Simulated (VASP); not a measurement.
Data:

```yaml
crystal:
  lattice:
    - [0.00000, 3.06000, 3.06000]
    - [3.06000, 0.00000, 3.06000]
    - [3.06000, 3.06000, 0.00000]
  atoms:
    - { symbol: Li, position: [0.25000, 0.25000, 0.25000] }
    - { symbol: Li, position: [0.75000, 0.75000, 0.75000] }
    - { symbol: Se, position: [0.00000, 0.00000, 0.00000] }
```

Level of theory: PBE GGA, VASP's PBE PAW potentials (set 64) (plane waves; VASP). Settings: 520 eV cut-off, 5×5×5 Γ-centred mesh, Gaussian smearing of 0.050 eV, potentials Li_sv Se.

Q: Give the stress tensor in GPa (positive for a compressed cell).

A: 
```
-1.71   0.00   0.00
 0.00  -1.71   0.00
 0.00   0.00  -1.71
```
The pressure is its mean diagonal, -1.71 GPa.

The compound is Li2Se in the antifluorite structure. The cell was not relaxed at this level.
